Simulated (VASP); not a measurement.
Hf (hcp) relaxed at rising pressure, in one space group throughout; other phases were not tried. The pressures are those reached. All values below come from r2SCAN meta-GGA, VASP's PBE PAW potentials (set 64) (plane waves; VASP 6.6.1).

```
P (GPa)  V (Å³/atom)   k-mesh
-------  -----------  -------
0.00          22.240  13×13×7
4.97          21.332  13×13×8
10.01         20.567  13×13×8
20.01         19.333  14×14×8
29.98         18.343  14×14×8
```

A change of mesh leaves a small step in the series.

Question: Fit an equation of state and predict the volume at 45.18 GPa.

Answer: Least squares on the third-order Birch-Murnaghan form, P = (3B0/2)(y⁷ − y⁵)[1 + (3/4)(B′ − 4)(y² − 1)] with y = (V0/V)^(1/3), gives V0 = 22.234 Å³/atom, B0 = 113 GPa and B′ = 3.4, and so 17.154 Å³/atom. The run gave 17.110 Å³/atom, -0.3 % from the fit.

Pressures at which the relaxation failed are left out.

The compound is Hf in the hcp structure.
